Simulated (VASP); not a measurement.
Here is the system:

```yaml
crystal:
  lattice:
    - [3.46155, 0.00000, 0.00000]
    - [0.00000, 3.46155, 0.00000]
    - [0.00000, 0.00000, 3.46155]
  atoms:
    - { symbol: Si, position: [0.00000, 0.00000, 0.00000] }
    - { symbol: Ni, position: [0.00000, 0.50000, 0.50000] }
    - { symbol: Ni, position: [0.50000, 0.00000, 0.50000] }
    - { symbol: Ni, position: [0.50000, 0.50000, 0.00000] }
```

All values below come from PBEsol GGA, VASP's PBE PAW potentials (set 64) (plane waves; VASP). Settings: 520 eV cut-off, 9×9×9 Γ-centred mesh, first-order Methfessel-Paxton smearing of 0.10 eV, potentials Si Ni.

**Question.** Give the energy at these volumes per atom, relative to the lowest: 9.76, 10.07, 10.38, 10.69, 11.00 Å³.

**Answer.** 30.0, 6.8, 0.0, 7.1, 25.8 meV/atom. A third-order Birch-Murnaghan fit gives B0 = 238 GPa and B0′ = 4.7.

Measured: a 3.510 Å (computed value off by -1.4 %), as given by Metallic Nickel Silicides: Experiments and Theory for NiSi and First Principles Calculations for Other Phases, …. The calculation is for a static lattice, while the measured a holds thermal and zero-point effects, which are part of the difference.

The compound is Ni3Si in the L1_2 structure. It was relaxed first. The run is not spin-polarised, so no magnetic state was tried.
